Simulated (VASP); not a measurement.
Here is the system:

```
BP
1.0
    0.00000     2.21444     2.21444
    2.21444     0.00000     2.21444
    2.21444     2.21444     0.00000
B P
1 1
Cartesian
  0.00000   0.00000   0.00000
  1.10722   1.10722   1.10722
```

Calculation: MS2 meta-GGA, VASP's PBE PAW potentials (set 64) (plane waves; VASP). Run with 520 eV cut-off, 10×10×10 Γ-centred mesh, Gaussian smearing of 0.050 eV, potentials B P.

Question: Estimate the energy per atom (σ→0), pressure, band gap (on the k-mesh) with the smallest direct gap where there is one.

Answer: 
```json
{
  "band gap (on the k-mesh)": "1.58 eV",
  "smallest direct gap (on the k-mesh)": "4.30 eV",
  "energy per atom (σ→0)": "-9.546 eV/atom",
  "pressure": "12.24 GPa"
}
```

Only differences to runs with the same potentials and settings are physical.

The compound is BP in the zinc blende structure. This cell is one point of a volume scan, at 0.94 of the reference volume.
